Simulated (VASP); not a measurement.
All values below come from HSE06 screened hybrid, VASP's PBE PAW potentials (set 64) (plane waves; VASP 6.6.1).

VASP ran on this input.

### KPOINTS
```
Automatic
0
G
 1 1 1
0 0 0
```

### POSCAR
```
In32P31S
1.0
 11.9995217336   0.0000000000   0.0000000000
  0.0000000000  11.9995217336   0.0000000000
  0.0000000000   0.0000000000  11.9995217336
In P S
32 31 1
Direct
  0.4994323593   0.9999320044   0.9998458772
  0.7498236134   0.2501045122   0.9992049524
  0.7497618400   0.9991404433   0.2499169918
  0.0001718796   0.9997818881   0.9997484633
  0.2496033390   0.2495199752   0.9995242053
  0.5000087313   0.5000429267   0.9988227247
  0.7504540581   0.7502151844   0.9995402102
  0.2497982998   0.0000658403   0.2493804293
  0.4948561989   0.2459924709   0.2453166756
  0.7546081439   0.5054264146   0.2454800149
  0.5000624827   0.9989913067   0.4999250627
  0.7547609425   0.2449049163   0.5039966013
  0.7505970595   0.9999664114   0.7503855784
  0.0000408945   0.5005750679   0.9997254163
  0.2498005863   0.7502910795   0.9998203508
  0.0009369209   0.2501905180   0.2499604548
  0.2488003897   0.5000639760   0.2499833129
  0.4999304803   0.7510960704   0.2500164841
  0.0003656186   0.9995326193   0.5004007707
  0.2488395926   0.2499625199   0.5000282856
  0.4951340367   0.5046191042   0.5048523968
  0.7499546152   0.7510768995   0.5000215932
  0.2498000281   0.9997654899   0.7502311792
  0.5002193770   0.2501333567   0.7509628308
  0.7499408708   0.4997621345   0.7508452336
  0.0002168868   0.7505175607   0.2495549751
  0.0009703383   0.4998120282   0.5000254427
  0.2497519059   0.7500971721   0.5005186996
  0.9999911531   0.2493938408   0.7502394928
  0.2496072630   0.5004872103   0.7502909690
  0.4995758907   0.7503797346   0.7501693061
  0.0002105684   0.7502060306   0.7502769745
  0.6258267621   0.1254352080   0.1252561171
  0.8746715996   0.3741239216   0.1251810756
  0.8753601968   0.1246047768   0.3735470143
  0.1248285646   0.1250219848   0.1248744147
  0.3745385263   0.3763698273   0.1246317146
  0.6237476106   0.6252790753   0.1247950015
  0.8747990438   0.8751456598   0.1248389943
  0.3750285370   0.1252068858   0.3761800104
  0.8752539527   0.6253429525   0.3762678768
  0.6239525922   0.1250045542   0.6247799429
  0.8747553105   0.3758529887   0.6246397328
  0.8749474075   0.1251694998   0.8753292252
  0.1247480825   0.6252680457   0.1248625016
  0.3749019965   0.8751339594   0.1249183054
  0.1249701169   0.3750006881   0.3750360888
  0.3749403722   0.6250088266   0.3738759477
  0.6250212847   0.8749757159   0.3749666964
  0.1248487074   0.1248437247   0.6251589537
  0.3747792063   0.3738152057   0.6251581993
  0.6260689526   0.6249753116   0.6250611748
  0.8750405830   0.8750472667   0.6251480231
  0.3751033279   0.1249802193   0.8747430831
  0.6251836804   0.3749923510   0.8750136271
  0.8749418678   0.6248797034   0.8746755286
  0.1253219487   0.8750645525   0.3749014729
  0.1247671698   0.6249624066   0.6250709935
  0.3748956675   0.8751651262   0.6249195298
  0.1246356067   0.3750410029   0.8749180836
  0.3749126151   0.6251407157   0.8749150095
  0.6250050540   0.8751747298   0.8750044136
  0.1249971832   0.8750186982   0.8750020268
  0.6248771080   0.3754717075   0.3749352650
```

**INCAR**
```
SYSTEM = In32P31S
PREC = Normal; ENCUT = 400; LREAL = Auto
LASPH = .TRUE.; ISYM = 0; NELECT = 256.0
EDIFF = 1E-5; NELM = 50; NELMIN = 4
ALGO = Normal; LMAXMIX = 4
ISMEAR = 0; SIGMA = 0.05
GGA = PE; LHFCALC = .TRUE.; AEXX = 0.25
HFSCREEN = 0.2; PRECFOCK = Fast
ISIF = 0
LWAVE = .FALSE.; LCHARG = .FALSE.
```

POTCAR, in this order: In P S (PBE.64 set). Program: vasp_gam. Read from the step before: WAVECAR.

The run wrote:

File OUTCAR:
```
 ion  position               nearest neighbor table
   1  0.499  1.000  1.000-  46 2.59  54 2.59  62 2.60  33 2.61
   2  0.750  0.250  0.999-  55 2.59  44 2.59  33 2.60  34 2.60
   3  0.750  0.999  0.250-  49 2.59  39 2.59  35 2.60  33 2.60
   4  0.000  1.000  1.000-  63 2.59  36 2.60  44 2.60  39 2.60
   5  0.250  0.250  1.000-  36 2.60  54 2.60  60 2.60  37 2.61
   6  0.500  0.500  0.999-  55 2.59  61 2.59  38 2.60  37 2.60
   7  0.750  0.750  1.000-  39 2.60  56 2.60  62 2.60  38 2.61
   8  0.250  0.000  0.249-  36 2.59  46 2.59  57 2.60  40 2.61
   9  0.495  0.246  0.245-  37 2.57  40 2.58  33 2.58  64 2.70
  10  0.755  0.505  0.245-  41 2.57  38 2.58  34 2.58  64 2.70
  11  0.500  0.999  0.500-  49 2.59  59 2.59  42 2.60  40 2.60
  12  0.755  0.245  0.504-  35 2.57  42 2.58  43 2.58  64 2.70
  13  0.751  1.000  0.750-  44 2.59  53 2.60  62 2.60  42 2.61
  14  0.000  0.501  1.000-  56 2.59  45 2.59  60 2.60  34 2.61
  15  0.250  0.750  1.000-  63 2.59  46 2.60  45 2.60  61 2.60
  16  0.001  0.250  0.250-  47 2.59  36 2.59  35 2.60  34 2.60
  17  0.249  0.500  0.250-  47 2.59  45 2.59  37 2.60  48 2.60
  18  0.500  0.751  0.250-  49 2.59  46 2.59  38 2.60  48 2.60
  19  0.000  1.000  0.500-  50 2.59  53 2.59  57 2.60  35 2.61
  20  0.249  0.250  0.500-  47 2.59  50 2.59  40 2.60  51 2.60
  21  0.495  0.505  0.505-  51 2.58  52 2.58  48 2.58  64 2.69
  22  0.750  0.751  0.500-  49 2.59  53 2.59  41 2.60  52 2.60
  23  0.250  1.000  0.750-  63 2.59  59 2.60  54 2.60  50 2.60
  24  0.500  0.250  0.751-  55 2.59  54 2.59  51 2.60  42 2.60
  25  0.750  0.500  0.751-  55 2.59  56 2.59  52 2.60  43 2.60
  26  0.000  0.751  0.250-  45 2.59  39 2.60  57 2.60  41 2.61
  27  0.001  0.500  0.500-  47 2.59  58 2.59  43 2.60  41 2.60
  28  0.250  0.750  0.501-  59 2.60  58 2.60  57 2.60  48 2.61
  29  1.000  0.249  0.750-  44 2.59  50 2.59  60 2.60  43 2.61
  30  0.250  0.500  0.750-  58 2.59  61 2.60  60 2.60  51 2.61
  31  0.500  0.750  0.750-  61 2.60  59 2.60  62 2.60  52 2.61
  32  0.000  0.750  0.750-  63 2.59  56 2.60  58 2.60  53 2.60
  33  0.626  0.125  0.125-   9 2.58   2 2.60   3 2.60   1 2.61
  34  0.875  0.374  0.125-  10 2.58   2 2.60  16 2.60  14 2.61
  35  0.875  0.125  0.374-  12 2.57   3 2.60  16 2.60  19 2.61
  36  0.125  0.125  0.125-  16 2.59   8 2.59   5 2.60   4 2.60
  37  0.375  0.376  0.125-   9 2.57  17 2.60   6 2.60   5 2.61
  38  0.624  0.625  0.125-  10 2.58  18 2.60   6 2.60   7 2.61
  39  0.875  0.875  0.125-   3 2.59   7 2.60  26 2.60   4 2.60
...
```

### OSZICAR
```
       N       E                     dE             d eps       ncg     rms          rms(c)
DAV:   1    -0.318658361303E+03   -0.31866E+03   -0.15066E+01   322   0.711E+00    0.126E+01
DAV:   2    -0.318817188884E+03   -0.15883E+00   -0.74609E-01   395   0.137E+00    0.862E+00
DAV:   3    -0.318783096448E+03    0.34092E-01   -0.25361E-02   356   0.281E-01    0.505E+00
DAV:   4    -0.318766703994E+03    0.16392E-01   -0.98773E-03   364   0.150E-01    0.280E+00
DAV:   5    -0.318761079415E+03    0.56246E-02   -0.38052E-03   363   0.878E-02    0.149E+00
DAV:   6    -0.318759001422E+03    0.20780E-02   -0.84852E-04   371   0.460E-02    0.792E-01
DAV:   7    -0.318758227296E+03    0.77413E-03   -0.28194E-04   347   0.289E-02    0.414E-01
DAV:   8    -0.318757955871E+03    0.27142E-03   -0.10464E-04   355   0.182E-02    0.211E-01
DAV:   9    -0.318757865197E+03    0.90674E-04   -0.34603E-05   260   0.108E-02    0.108E-01
DAV:  10    -0.318757837192E+03    0.28006E-04   -0.16713E-05   227   0.803E-03    0.518E-02
DAV:  11    -0.318757830137E+03    0.70553E-05   -0.75685E-06   220   0.512E-03
   1 F= -.31875783E+03 E0= -.31875783E+03  d E =-.841013E-16
```

### OUTCAR
```
------------------------ aborting loop because EDIFF is reached ----------------------------------------
  volume of cell :     1727.79
      direct lattice vectors                 reciprocal lattice vectors
    11.999521734  0.000000000  0.000000000     0.083336655  0.000000000  0.000000000
     0.000000000 11.999521734  0.000000000     0.000000000  0.083336655  0.000000000
     0.000000000  0.000000000 11.999521734     0.000000000  0.000000000  0.083336655
  FREE ENERGIE OF THE ION-ELECTRON SYSTEM (eV)
  ---------------------------------------------------
  free  energy   TOTEN  =      -318.7578301365 eV

  energy  without entropy=     -318.7578301365  energy(sigma->0) =     -318.75783014

  exchange ACFDT corr.  =         0.00000000  see jH, gK, PRB 81, 115126
```
(Selected blocks of OUTCAR.)

### OUTCAR
```
 val. band max:        2.7767116778   @ k =   0.0000   0.0000   0.0000

 cond. band min:       3.9062708041   @ k =   0.0000   0.0000   0.0000


 Fermi energy:         3.0698802096

 k-point     1 :       0.0000    0.0000    0.0000
  band No.  band energies     occupation
      1     -11.1600      2.00000
      2      -9.3419      2.00000
      3      -8.6067      2.00000
      4      -8.6062      2.00000
      5      -8.6047      2.00000
      6      -8.5883      2.00000
      7      -8.5862      2.00000
      8      -8.4348      2.00000
      9      -8.0252      2.00000
     10      -8.0231      2.00000
     11      -8.0226      2.00000
     12      -7.9995      2.00000
     13      -7.9986      2.00000
     14      -7.9977      2.00000
     15      -7.9962      2.00000
     16      -7.9954      2.00000
     17      -7.9940      2.00000
     18      -7.9792      2.00000
     19      -7.9777      2.00000
     20      -7.8968      2.00000
     21      -7.8950      2.00000
     22      -7.8944      2.00000
     23      -7.8920      2.00000
     24      -7.5242      2.00000
     25      -7.3158      2.00000
     26      -7.3141      2.00000
     27      -7.2595      2.00000
     28      -7.2586      2.00000
     29      -7.2574      2.00000
     30      -7.2416      2.00000
     31      -7.2357      2.00000
     32      -7.2344      2.00000
     33      -3.1662      2.00000
     34      -3.1658      2.00000
     35      -3.1645      2.00000
     36      -3.0827      2.00000
     37      -3.0387      2.00000
     38      -3.0384      2.00000
     39      -3.0367      2.00000
     40      -2.9469      2.00000
     41      -2.9462      2.00000
     42      -2.9456      2.00000
     43      -2.9173      2.00000
     44      -2.9169      2.00000
     45      -2.9162      2.00000
     46      -2.2922      2.00000
     47      -2.1963      2.00000
     48      -2.1959      2.00000
     49      -2.1951      2.00000
     50      -2.1129      2.00000
     51      -2.1122      2.00000
...
```

The cell is charged, with a uniform compensating background. The supercell is sampled at Γ alone, which is coarse: total energies, pressure and levels can be off, energies of defects by several tenths of an eV. Unless said otherwise, spin-orbit coupling is left out, though it shifts the bands of the heavy elements here.

The cell is a supercell with a defect, built from InP (zinc blende): S_P, charge +1. The cell's shape comes from a PBE relaxation. The run is not spin-polarised, so no state with unpaired spins was tried.
